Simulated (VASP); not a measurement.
Energy against volume of CaO (rock salt). These are revTPSS meta-GGA, VASP's PBE PAW potentials (set 64) (plane waves; VASP) values and carry that method's errors. Settings: 520 eV cut-off, 9×9×9 Γ-centred mesh, Gaussian smearing of 0.050 eV, potentials Ca_sv O.

```tsv
V (Å³/atom)	E (eV/atom)
13.633	-7.38508
14.055	-7.39045
14.477	-7.38702
14.898	-7.37606
```

**Question.** Fit these four points and predict the energy of the run at 13.212 Å³/atom.

**Answer.** A cubic in V^(−2/3), the third-order Birch-Murnaghan form, passes through the four points with V0 = 14.09 Å³/atom and B0 = 110 GPa, and gives -7.3695 eV/atom there. The run gave -7.3693 eV/atom, +0.2 meV/atom from the fit; all five points give B0 = 110 GPa.

The compound is CaO in the rock salt structure. It was relaxed first.
